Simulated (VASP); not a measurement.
The system is H2, in a box.

```xyz
2
Lattice="10.0000 0.0000 0.0000 0.0000 10.0000 0.0000 0.0000 0.0000 10.0000" Properties=species:S:1:pos:R:3 pbc="T T T"
H     5.0000    5.0000    4.6500
H     5.0000    5.0000    5.3500
```

Base run:

```yaml
Program: VASP 6.6.1
Functional: HSE06
Potentials_or_basis: VASP PAW PBE potentials, release 64 (H)
Cutoff: 450 eV
k_mesh: 1 × 1 × 1
Occupations: gaussian, width 0.02 eV
Spin: no spin polarisation
```

Its results: gap between the frontier levels 11.60 eV; largest force 1.836 eV/Å.

**Question.** The run is repeated on the same cell with these changes: functional from HSE06 to r2SCAN. What comes out?

**Answer.** Gap between the frontier levels 11.16 eV; largest force 1.736 eV/Å.

HSE06 gives the wider gap, since exact exchange removes part of the self-interaction.

Caveats: the PAW data sets were made with another functional, which shifts forces and pressure a little.

